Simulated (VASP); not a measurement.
```
ZrS2
1.0
    1.84526    -3.19609     0.00000
    1.84526     3.19609     0.00000
    0.00000     0.00000     6.04162
Zr S
1 2
Direct
  0.00000   0.00000   0.00000
  0.33333   0.66667   0.23785
  0.66667   0.33333   0.76215
```

The numbers are results of r2SCAN meta-GGA, VASP's PBE PAW potentials (set 64) (plane waves; VASP), not measurements. Settings: 480 eV cut-off, 6×6×4 Γ-centred mesh, Gaussian smearing of 0.050 eV, potentials Zr_sv S.

Energy and stress use the plane-wave basis of the starting cell.

The ions, cell shape and volume at an external pressure of 1.0 GPa are relaxed. Predict the relaxed structure.

```
ZrS2
1.0
    1.83739    -3.18246     0.00000
    1.83739     3.18246     0.00000
    0.00000     0.00000     5.87079
Zr S
1 2
Direct
  0.00000   0.00000   0.00000
  0.33333   0.66667   0.24517
  0.66667   0.33333   0.75483
```
Space group P-3m1 (164), at a tolerance of 0.03 Å.

How do energy and volume change from the first to the last step?

The energy (σ→0) changes by +2.9 meV/atom and the volume by -3.7 %, in 12 ionic steps.

```csv
step,E(σ→0) (eV),max force (eV/Å),pressure (GPa),volume (Å³)
1,-44.1563,0.015,0.05,71.26
2,-44.1466,0.243,2.10,69.82
3,-44.1541,0.104,0.98,70.59
4,-44.1538,0.087,0.99,70.40
5,-44.1524,0.037,1.00,69.84
6,-44.1460,0.066,1.07,68.73
7,-44.1491,0.024,1.04,69.17
8,-44.1491,0.022,0.99,69.03
9,-44.1479,0.021,0.88,68.72
10,-44.1480,0.021,0.89,68.73
11,-44.1469,0.019,1.16,68.56
12,-44.1475,0.003,1.01,68.66
```

The compound is ZrS2 in the 1T layered structure. This run relaxes it under an external pressure of 1 GPa. Symmetry was kept, so distortions that lower it aren't found.
